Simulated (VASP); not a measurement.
Data:

Ba is modelled in the cubic space group Im-3m (No. 229), the bcc (W type) structure, Pearson symbol cI2. Cell: a = 5.026 Å, b = 5.026 Å, c = 5.026 Å, α = 90.00°, β = 90.00°, γ = 90.00°. Ba on 2a is coordinated by 8 Ba at 4.353 Å and 6 Ba at 5.026 Å. (Neighbours: up to the widest gap in distance over summed covalent radii, below 1.35, at either atom.)
(The calculation used a cell of 1 atom; values per cell refer to that cell.)

The numbers are results of PBE GGA, VASP's PBE PAW potentials (set 64) (plane waves; VASP 6.6.1), not measurements. Settings: 480 eV cut-off, 10×10×10 Γ-centred mesh, first-order Methfessel-Paxton smearing of 0.10 eV, potentials Ba_sv.

Each relaxation starts from this cell; other phases were not tried.

Task: The cell is relaxed at 10 GPa. What happens?

Result: The volume per atom goes from 63.49 to 37.15 Å³ (-41.5 %), and the cell becomes a = 4.204 Å, b = 4.204 Å, c = 4.204 Å, α = 90.00°, β = 90.00°, γ = 90.00°, space group Im-3m.

Task: The cell is relaxed at 15 GPa. What happens?

Result: The volume per atom goes from 63.49 to 32.90 Å³ (-48.2 %), and the cell becomes a = 4.0372 Å, b = 4.0372 Å, c = 4.0372 Å, α = 90.00°, β = 90.00°, γ = 90.00°, space group Im-3m.

Failed runs are left out, and for metals the shear rows, which the mesh's noise covers.

The compound is Ba in the bcc structure.
